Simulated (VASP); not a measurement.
# Al15CoN16 (a cell with a defect) in VASP: notebook, part 2 of 3

VASP 6.6.1.

**3. Single point, HSE06, collinear spin, ferromagnetic start**

The input, POSCAR:

```
Al15CoN16                               
1.0
    6.2200008610      0.0000000000      0.0000000000
   -3.1100004305      5.3866787572      0.0000000000
    0.0000000000      0.0000000000      9.9600000000
  Co              Al              N             
     1    15    16
Direct
     0.3347336940401443    0.1677450543209002    0.0020303404667590
     0.3338702708087025    0.1670308890221292    0.4992128747003385
     0.3372740824188699    0.6688215054038185    0.0025294420077130
     0.3344704459782102    0.6671625670947322    0.5004180786774337
     0.8330828131134288    0.1653499363307558    0.0023326531515144
     0.8337563870806194    0.1667965770978786    0.5004930338620766
     0.8335570513888769    0.6689739384284413    0.0022617405180556
     0.8342538290775317    0.6674034430080813    0.5004631443781298
     0.1666485482812472    0.3339489958250196    0.2514005718206485
     0.1672475414577860    0.3344513881215140    0.7488866775780549
     0.1671068254513372    0.8334725577970638    0.2513257336923528
     0.1676185379342625    0.8345304767328575    0.7488261447076591
     0.6670427437035732    0.3340889148218684    0.2513982971380935
     0.6673652387614563    0.3345746911375470    0.7486420548441979
     0.6673910955751585    0.8340007391975734    0.2515508706635651
     0.6673092889715647    0.8343885853793745    0.7502117978099802
     0.3332817865737605    0.1670395876802473    0.1985867587828986
     0.3339891448709544    0.1678333144554312    0.6904806988805526
     0.3342172807681419    0.6672947975262192    0.1924434141703502
     0.3349842413197793    0.6681862932529550    0.6906461977566849
     0.8334806010879888    0.1672596722036061    0.1922991993881357
     0.8334330855000419    0.1667828336739061    0.6907463884924077
     0.8339080233911740    0.6673435067475564    0.1922538285500528
     0.8338041553171558    0.6684025441910227    0.6906864591162811
     0.1666809814809187    0.3341731290288671    0.4421871522989821
     0.1638841267668255    0.3382135273830809    0.9394164686855022
     0.1671496083096814    0.8327576145520483    0.4421274526684248
     0.1644139203489351    0.8266398276736353    0.9393379356035001
     0.6681738815408501    0.3343049152122042    0.4422467545276881
     0.6757357400097946    0.3384285322204533    0.9390372294703266
     0.6675610546330187    0.8337969405129814    0.4415387977480726
     0.6680739740381958    0.8343867039662113    0.9415638078435747
```

The input, INCAR.step1:

```
ALGO     = Normal         # electronic algorithm
EDIFF    = 1E-5           # SCF threshold, eV
ENCUT    = 450            # plane-wave cutoff, eV
GGA      = PE             # functional
ISIF     = 2              # what is computed and relaxed
ISMEAR   = 0              # smearing method
ISPIN    = 2              # spin polarisation
ISYM     = -1           
KPAR     = 2            
LASPH    = True           # aspherical terms in the spheres
LMAXMIX  = 4              # l up to which the mixer works
LORBIT   = 11             # projections on sites
LREAL    = Auto         
LWAVE    = True           # write WAVECAR
MAGMOM   = 2 0 0 0 0 0 0 0 0 0 0 0 0 0 0 0 0 0 0 0 0 0 0 0 0 0 0 0 0 0 0 0 # initial moments
NBANDS   = 93             # bands
NELM     = 70             # most SCF steps
NKRED    = 2            
NUPDOWN  = 2              # fixed moment
PREC     = Accurate       # precision mode
SIGMA    = 0.03           # smearing width, eV
TIME     = 0.4
```

The input, INCAR.step2:

```
ALGO     = Damped         # electronic algorithm
EDIFF    = 1E-4           # SCF threshold, eV
ENCUT    = 450            # plane-wave cutoff, eV
GGA      = PE             # functional
HFSCREEN = 0.2            # screening, 1/A
ISIF     = 2              # what is computed and relaxed
ISMEAR   = 0              # smearing method
ISPIN    = 2              # spin polarisation
ISTART   = 1            
ISYM     = -1           
KPAR     = 2            
LASPH    = True           # aspherical terms in the spheres
LCHARG   = False          # write CHGCAR
LHFCALC  = True           # exact exchange
LMAXMIX  = 4              # l up to which the mixer works
LORBIT   = 11             # projections on sites
LREAL    = Auto         
LWAVE    = False          # write WAVECAR
MAGMOM   = 2 0 0 0 0 0 0 0 0 0 0 0 0 0 0 0 0 0 0 0 0 0 0 0 0 0 0 0 0 0 0 0 # initial moments
NBANDS   = 93             # bands
NELM     = 70             # most SCF steps
NKRED    = 2            
NUPDOWN  = 2              # fixed moment
PREC     = Accurate       # precision mode
PRECFOCK = Fast         
SIGMA    = 0.03           # smearing width, eV
TIME     = 0.4
```

The input, KPOINTS:

```
k-points
0
Gamma
  2 2 2
```

Potentials or basis: VASP PAW PBE potentials, release 64 (Co, Al, N).

The run is started by

```bash
cat potpaw_PBE.64/Co/POTCAR potpaw_PBE.64/Al/POTCAR potpaw_PBE.64/N/POTCAR > POTCAR
cp INCAR.step1 INCAR
mpirun -np 4 vasp_std > vasp.out
cp INCAR.step2 INCAR
mpirun -np 4 vasp_std > vasp.out
```

OUTCAR:

```text
EDIFF = 1E-4
   ENCUT = 450
   GGA = PE
   HFSCREEN = 0.2
   ISIF = 2
   ISMEAR = 0
   ISPIN = 2
   ISTART = 1
   ISYM = -1
   LASPH = True
   LHFCALC = True
   LORBIT = 11
   LREAL = Auto
   NELM = 70
   NKRED = 2
   NUPDOWN = 2
   PREC = Accurate
   PRECFOCK = Fast

 ion  position               nearest neighbor table
   1  0.335  0.168  0.002-  28 1.94  30 1.94  26 1.94  17 1.96  13 3.06  11 3.07   9 3.07  14 3.10
                            12 3.10  10 3.10   5 3.11   3 3.11   7 3.11   7 3.11   3 3.11   5 3.11
   2  0.334  0.167  0.499-  29 1.89  27 1.89  25 1.89  18 1.91  13 3.05  11 3.05   9 3.05  12 3.06
                            14 3.07  10 3.07   8 3.11   4 3.11   6 3.11   6 3.11   4 3.11   8 3.11
   3  0.337  0.669  0.003-  32 1.88  26 1.89  28 1.89  19 1.89  15 3.05  11 3.06   9 3.07  16 3.08
                             5 3.09   7 3.09  10 3.10  12 3.11   1 3.11   1 3.11   7 3.13   5 3.13
   4  0.334  0.667  0.500-  27 1.88  25 1.89  31 1.89  20 1.89  10 3.06  15 3.06  12 3.06   9 3.06
                            11 3.06  16 3.07   6 3.11   8 3.11   2 3.11   2 3.11   8 3.11   6 3.11
   5  0.833  0.165  0.002-  32 1.88  30 1.89  26 1.89  21 1.89  15 3.06   9 3.06  13 3.07  16 3.08
                             3 3.09   7 3.09  10 3.10  14 3.10   1 3.11   1 3.11   7 3.13   3 3.13
   6  0.834  0.167  0.500-  25 1.89  29 1.89  31 1.89  22 1.89  10 3.06  14 3.06  15 3.06   9 3.06
                            16 3.06  13 3.06   4 3.11   8 3.11   2 3.11   2 3.11   8 3.11   4 3.11
   7  0.834  0.669  0.002-  32 1.88  30 1.89  28 1.89  23 1.89  15 3.06  11 3.06  13 3.07  16 3.08
                             3 3.09   5 3.09  12 3.10  14 3.10   1 3.11   1 3.11   5 3.13   3 3.13
   8  0.834  0.667  0.500-  27 1.88  29 1.89  31 1.89  24 1.89  14 3.05  12 3.06  11 3.06  15 3.06
                            13 3.06  16 3.07   2 3.11   6 3.11   4 3.11   4 3.11   6 3.11   2 3.11
   9  0.167  0.334  0.251-  17 1.87  21 1.89  19 1.89  25 1.90   2 3.05   6 3.06   4 3.06   5 3.06
[... 17 lines left out ...]
  19  0.334  0.667  0.192-  11 1.89  15 1.89   9 1.89   3 1.89
  20  0.335  0.668  0.691-  16 1.89  12 1.89  10 1.89   4 1.89
  21  0.833  0.167  0.192-   9 1.89  13 1.89  15 1.89   5 1.89
[... 881 lines left out ...]
      1     -11.5015      1.00000
      2     -10.6050      1.00000
      3     -10.5237      1.00000
      4      -9.5403      1.00000
      5      -9.5013      1.00000
      6      -9.3894      1.00000
[... 645 lines left out ...]
     78      14.0914      0.00000
     79      14.1715      0.00000
 [bands above 79 left out]

------------------------ aborting loop because EDIFF is reached ----------------------------------------

  FORCE on cell =-STRESS in cart. coord.  units (eV):
  Direction    XX          YY          ZZ          XY          YZ          ZX
  --------------------------------------------------------------------------------------
  -------------------------------------------------------------------------------------
  Total       -4.4727608     -5.0029405      0.2003670     -0.4836552     -0.0125864     -0.0738990
  in kB      -21.4741208    -24.0195608      0.9619799     -2.3220715     -0.0604282     -0.3547957
  external PRESSURE =     -14.8439005 kB  Pullay stress =       0.0000000 kB

 VOLUME and BASIS-vectors are now :
 -----------------------------------------------------------------------------
  energy-cutoff  :      450.00
  volume of cell :      333.71
      direct lattice vectors                 reciprocal lattice vectors
     6.220000861  0.000000000  0.000000000     0.160771682  0.092821574  0.000000000
    -3.110000430  5.386678757  0.000000000     0.000000000  0.185643148  0.000000000
     0.000000000  0.000000000  9.960000000     0.000000000  0.000000000  0.100401606

 POSITION                                       TOTAL-FORCE (eV/Angst)
 -----------------------------------------------------------------------------------
      1.56036      0.90359      0.02022         0.008956     -0.008966      0.023936
      1.55721      0.89974      4.97216        -0.004775      0.010589     -0.066743
      0.01781      3.60273      0.02519         0.060580     -0.036142      0.046900
      0.00553      3.59379      4.98416        -0.038931     -0.011613     -0.007417
      4.66754      0.89069      0.02323         0.074734     -0.050673      0.053928
      4.66723      0.89848      4.98491        -0.003683      0.045054     -0.009591
[... 24 lines left out ...]
      1.55912      4.49140      4.39773        -0.001861      0.000499     -0.021851
      1.56048      4.49457      9.37798        -0.018388      0.001738      0.024600
 -----------------------------------------------------------------------------------
    total drift:                                0.001244      0.009135      0.050441

  FREE ENERGIE OF THE ION-ELECTRON SYSTEM (eV)
  ---------------------------------------------------
  free  energy   TOTEN  =      -282.0500687355 eV

  energy  without entropy=     -282.0500687355  energy(sigma->0) =     -282.05006874

 total charge

# of ion       s       p       d       tot
------------------------------------------
    1        0.459   0.564   7.153   8.176
    2        0.421   0.456   0.000   0.876
    3        0.425   0.460   0.000   0.885
    4        0.422   0.460   0.000   0.882
    5        0.425   0.460   0.000   0.885
    6        0.422   0.460   0.000   0.882
[... 24 lines left out ...]
   31        1.229   2.638   0.000   3.867
   32        1.229   2.637   0.000   3.866
--------------------------------------------------
tot         26.503  49.371   7.153  83.027

 magnetization (x)

# of ion       s       p       d       tot
------------------------------------------
    1        0.015   0.024   2.081   2.119
    2        0.000   0.000   0.000   0.001
    3        0.003   0.001   0.000   0.004
    4        0.000   0.000   0.000   0.000
    5        0.003   0.001   0.000   0.004
    6        0.000   0.000   0.000   0.000
[... 24 lines left out ...]
   31        0.000   0.001   0.000   0.001
   32        0.000   0.002   0.000   0.002
--------------------------------------------------
tot          0.039  -0.209   2.081   1.911
```

Run time: 18 min. Hardware: 4 MPI ranks of Intel Xeon Platinum 8488C (Sapphire Rapids), shared host; peak memory 0.81 GiB.

Results:

- Free energy: -282.0501 eV
- Largest force: 0.253 eV/Å
- Net moment: 2.00 μB per cell
- Site moments: Co +2.12; Al +0.00, +0.01; N +0.05, +0.00, -0.00, -0.08, -0.11 μB
- Valence electrons inside the program's atomic spheres: Co 8.18; Al 0.88, 0.89; N 3.84, 3.86, 3.87, 3.81, 3.80

Forces in eV/Å, atoms in the order of the input:
```
Co   0.009 -0.009  0.024
Al  -0.005  0.011 -0.067
Al   0.061 -0.036  0.047
Al  -0.039 -0.012 -0.007
Al   0.075 -0.051  0.054
Al  -0.004  0.045 -0.010
Al  -0.131  0.070  0.124
Al   0.013 -0.018 -0.012
Al   0.129 -0.064  0.077
Al  -0.026  0.015 -0.075
Al   0.006  0.139  0.098
Al   0.005 -0.045 -0.149
Al  -0.099 -0.078  0.090
Al   0.049  0.010 -0.139
Al  -0.003  0.008  0.034
Al   0.013 -0.003 -0.052
N    0.008  0.017  0.253
N    0.009 -0.012  0.085
N   -0.007  0.008 -0.107
N   -0.005 -0.008  0.067
N   -0.004  0.000 -0.096
N    0.005  0.010  0.053
N    0.006 -0.007 -0.106
N    0.017 -0.012  0.075
N   -0.026  0.017  0.024
N   -0.164  0.099 -0.108
N   -0.018 -0.026  0.024
N    0.019 -0.114 -0.111
N    0.030  0.023  0.012
N    0.100  0.021 -0.105
N   -0.002  0.000 -0.022
N   -0.018  0.002  0.025
```

Caveat: the k mesh is coarse (spacing up to 0.58 Å⁻¹), so the values aren't converged, least of all with exact exchange; the cutoff is under 1.25 times the usual one of these potentials, so pressure, stress and relaxed cells hold a basis-set (Pulay) error; the PAW data sets were made with another functional, which shifts forces and pressure a little; the total moment is fixed, so each spin has its own Fermi level.

**4. Single point, PBEsol, collinear spin, ferromagnetic start**

The input, INCAR:

```
SYSTEM = Al15CoN16
PREC     = Accurate       ! precision mode
ENCUT    = 450            ! plane-wave cutoff, eV
EDIFF    = 1E-5           ! SCF threshold, eV
ISMEAR   = 0              ! smearing method
SIGMA    = 0.03           ! smearing width, eV
LREAL    = Auto         
LASPH    = .TRUE.         ! aspherical terms in the spheres
NELM     = 120            ! most SCF steps
ALGO     = Normal         ! electronic algorithm
ISIF     = 2              ! what is computed and relaxed
LWAVE    = .FALSE.        ! write WAVECAR
LCHARG   = .FALSE.        ! write CHGCAR
ISPIN    = 2              ! spin polarisation
MAGMOM   = 4 0 0 0 0 0 0 0 0 0 0 0 0 0 0 0 0 0 0 0 0 0 0 0 0 0 0 0 0 0 0 0 ! initial moments
LORBIT   = 11             ! projections on sites
NUPDOWN  = 4              ! fixed moment
LMAXMIX  = 4              ! l up to which the mixer works
GGA      = PS             ! functional
ISYM     = 0            
KPAR     = 4
```

The input, KPOINTS:

```
regular mesh
0
G
  3 3 2
  0 0 0
```

The input, POSCAR:

```
Al15CoN16                               
1.0
    6.2200008610      0.0000000000      0.0000000000
   -3.1100004305      5.3866787572      0.0000000000
    0.0000000000      0.0000000000      9.9600000000
  Co              Al              N             
     1    15    16
Direct
     0.3335150572688744    0.1663755169419767    0.9998826939994846
     0.3339535781045957    0.1670158651185435    0.4998697030027484
     0.3366598890282583    0.6685181688654034    0.0018538401508738
     0.3341994603497865    0.6672114795026574    0.5006177264790899
     0.8343903716200416    0.1680711687371176    0.0010245544753325
     0.8339570074391978    0.1671017853941122    0.5006365401659967
     0.8334859880083215    0.6686999138763133    0.0018346977516030
     0.8343298570817061    0.6674419446799869    0.5006271404586966
     0.1663442451631141    0.3330964599483605    0.2506446440679388
     0.1673103338820413    0.3343633059753276    0.7497178173203156
     0.1664655937802767    0.8317290811033927    0.2512676089924623
     0.1676576386790801    0.8350679180707820    0.7504424440365165
     0.6673258169883116    0.3334967227496317    0.2506740109312909
     0.6671965720387122    0.3343281110048445    0.7496692619673891
     0.6674634850786823    0.8340452906630471    0.2511883163070791
     0.6672677813291436    0.8343431051235438    0.7505926733097112
     0.3327301592354257    0.1649976532521527    0.1956264461206569
     0.3339224575221131    0.1677087164222258    0.6908443634938422
     0.3343584963945858    0.6665835419000586    0.1922918017956608
     0.3342364022244204    0.6682424710975493    0.6914118008476653
     0.8337400963490899    0.1672767511027923    0.1915600704443420
     0.8336478059097927    0.1671291053843214    0.6911850688616348
     0.8334994335060025    0.6668823857452615    0.1922653317666768
     0.8342260415405530    0.6682522545951263    0.6913954958322966
     0.1670977020817193    0.3339382863391847    0.4416949143222301
     0.1666252683979544    0.3390567497497745    0.9399724348822869
     0.1673026540344565    0.8332381141653751    0.4418671465487250
     0.1651579760598520    0.8284619208689489    0.9419648498495178
     0.6677569277667116    0.3341250891194256    0.4417571357245976
     0.6735604217256936    0.3392008385154296    0.9397812654795034
     0.6675487780056344    0.8339576034306898    0.4417184959100438
     0.6685667034058373    0.8356266805566245    0.9417017047037980
```

The run is started by

```bash
cat potpaw_PBE.64/Co/POTCAR potpaw_PBE.64/Al/POTCAR potpaw_PBE.64/N/POTCAR > POTCAR
mpirun -np 4 vasp_std > vasp.out
```

Wall time 7.7 min (4 MPI ranks of Intel Xeon 6975P-C (Granite Rapids), shared host); peak memory 0.71 GiB.

The run converged. Its results:

| Quantity | Value |
| --- | --- |
| Free energy | -249.0894 eV |
| Largest force | 0.245 eV/Å |
| Net moment | 4.00 μB per cell |
| Site moments | Co +2.67; Al +0.00, +0.01; N +0.15, +0.01, +0.00, +0.17, +0.18 μB |
| Valence electrons inside the program's atomic spheres | Co 8.19; Al 0.81, 0.82; N 3.80, 3.84 |

Forces on the atoms (eV/Å):
```
Co   0.021  0.131  0.117
Al  -0.006  0.007 -0.007
Al   0.036  0.053  0.059
Al   0.008 -0.002  0.001
Al   0.002 -0.037  0.025
Al  -0.004  0.009 -0.018
Al  -0.036  0.042  0.053
Al  -0.019 -0.010  0.001
Al   0.011  0.049 -0.005
Al   0.042  0.003 -0.003
Al  -0.003 -0.033 -0.065
Al   0.004 -0.010  0.032
Al  -0.002  0.029 -0.004
Al  -0.034  0.010 -0.006
Al   0.001 -0.011 -0.014
Al   0.011 -0.008  0.019
N    0.010  0.103  0.027
N    0.003 -0.003 -0.023
N   -0.002 -0.008 -0.014
N    0.023 -0.007 -0.006
N    0.008 -0.021  0.001
N    0.007  0.008  0.020
N   -0.007 -0.013 -0.012
N   -0.007 -0.001 -0.004
N   -0.013  0.003  0.013
N   -0.099 -0.112  0.012
N   -0.008 -0.010  0.014
N   -0.022 -0.063 -0.235
N    0.014  0.001  0.006
N    0.076 -0.114  0.038
N   -0.004  0.006  0.011
N   -0.011  0.008 -0.032
```

Caveat: the k mesh is coarse (spacing up to 0.39 Å⁻¹), so the values aren't converged; the cutoff is under 1.25 times the usual one of these potentials, so pressure, stress and relaxed cells hold a basis-set (Pulay) error; the PAW data sets were made with another functional, which shifts forces and pressure a little; the total moment is fixed, so each spin has its own Fermi level.

[end of part 2 of 3]
